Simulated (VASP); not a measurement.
Input:

CSi is modelled in the hexagonal space group P6₃mc (No. 186), the wurtzite structure, Pearson symbol hP4. Conventional cell: a = b = 3.091 Å, c = 5.076 Å, α = β = 90.00°, γ = 120.00°. Si on 2b sees 4 C at 1.893–1.908 Å (tetrahedral). C on 2b has 4 Si at 1.893–1.908 Å (tetrahedral). (Neighbours: up to the widest gap in distance over summed covalent radii, below 1.35, at either atom.)

Calculation: PBE GGA, VASP's PBE PAW potentials (set 64) (plane waves; VASP). Run with 600 eV cut-off, 8×8×4 Γ-centred mesh, Gaussian smearing of 0.050 eV, potentials Si C.

Each relaxation starts from this cell; other phases were not tried.

Task: The cell is relaxed at 1 GPa. What happens?

Result: The volume per atom goes from 10.50 to 10.44 Å³ (-0.5 %), and the cell becomes a = b = 3.0862 Å, c = 5.0650 Å, α = β = 90.00°, γ = 120.00°, space group P6_3mc.

Task: The cell is relaxed at 15 GPa. What happens?

Result: The volume per atom goes from 10.50 to 9.86 Å³ (-6.1 %), and the cell becomes a = b = 3.0279 Å, c = 4.9668 Å, α = β = 90.00°, γ = 120.00°, space group P6_3mc.

Failed runs are left out, and for metals the shear rows, which the mesh's noise covers.

The compound is SiC in the wurtzite structure, the rare 2H polytype.
